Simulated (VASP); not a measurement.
Consider the following.

```yaml
crystal:
  lattice:
    - [2.26780, -3.87745, 0.00000]
    - [2.26780, 3.87745, 0.00000]
    - [0.00000, 0.00000, 4.61791]
  atoms:
    - { symbol: Ga, position: [0.15573, 0.84427, 0.91789] }
    - { symbol: Ga, position: [0.34427, 0.65573, 0.41789] }
    - { symbol: Ga, position: [0.65573, 0.34427, 0.58211] }
    - { symbol: Ga, position: [0.84427, 0.15573, 0.08211] }
```

Level of theory: optB88-vdW, VASP's PBE PAW potentials (set 64) (plane waves; VASP). Run with 520 eV cut-off, 9×9×8 Γ-centred mesh, tetrahedra with Blöchl corrections, potentials Ga_d.

The cores are frozen, which limits the accuracy of field gradients.

**Question.** Give the principal components of the electric field gradient (V/Å²) and the asymmetry η at each nucleus.

**Answer.** 
```tsv
atom	Vxx	Vyy	Vzz	η
Ga1	20.1	18.4	-38.5	0.04
Ga2	20.1	18.4	-38.5	0.04
Ga3	20.1	18.4	-38.5	0.04
Ga4	20.1	18.4	-38.5	0.04
```

The compound is Ga in the alpha structure. It was relaxed first.
